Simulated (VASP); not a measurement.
Wanted: the native input for a VASP 6.6.1 run.

| Property | Result |
| --- | --- |
| Task | single point |
| Functional | LDA |
| Potentials or basis | VASP PAW LDA potentials, release 64 (S, W_sv) |
| Cutoff | 520 eV |
| k mesh | 12 × 12 × 1 |
| Occupations | gaussian, width 0.01 eV |
| Spin | no spin polarisation |
| Dipole correction | no |
| Further INCAR settings | ALGO = Fast; EDIFF = 1e-06; NBANDS = 35 |

The structure of WS2 lies in POSCAR:

```
WS2
1.0
    3.1260868609      0.0000000000      0.0000000000
   -1.5630434305      2.7072706360      0.0000000000
    0.0000000000      0.0000000000     24.3000000000
S W
4 2
Direct
    0.3333333333      0.6666666667      0.3108461099
    0.3333333333      0.6666666667      0.4393486018
    0.6666666667      0.3333333333      0.5606513982
    0.6666666667      0.3333333333      0.6891538901
    0.6666666667      0.3333333333      0.3750435707
    0.3333333333      0.6666666667      0.6249564293
```

The cell was built by a generator and needn't be a form met in nature.

One way to write it, as run:

INCAR

```
SYSTEM = WS2
PREC     = Accurate       ! precision mode
ENCUT    = 520            ! plane-wave cutoff, eV
EDIFF    = 1E-6           ! SCF threshold, eV
ISMEAR   = 0              ! smearing method
SIGMA    = 0.01           ! smearing width, eV
LREAL    = .FALSE.        ! projectors in reciprocal space
LASPH    = .TRUE.         ! aspherical terms in the spheres
NELM     = 100            ! most SCF steps
ALGO     = Fast           ! electronic algorithm
ISIF     = 2              ! what is computed and relaxed
LWAVE    = .FALSE.        ! write WAVECAR
LCHARG   = .FALSE.        ! write CHGCAR
NBANDS   = 35             ! bands
```

KPOINTS

```
Automatic mesh
0
G
  12 12 1
  0 0 0
```

Potentials or basis: VASP PAW LDA potentials, release 64 (S, W_sv).

Command:

```console
$ cat potpaw_LDA.64/S/POTCAR potpaw_LDA.64/W_sv/POTCAR > POTCAR
$ mpirun -np 1 vasp_std > vasp.out
```

It gave:

The largest force is 0.049 eV/Å and the band gap on the k mesh is 1.34 eV, indirect (least direct gap 1.95 eV).

Caveat: spin-orbit coupling is left out, which moves the levels of the heavy elements.

Run time: 2.5 min on 1 thread of AMD EPYC 9R45 (Zen 5), on a shared host, peak memory 0.27 GiB.
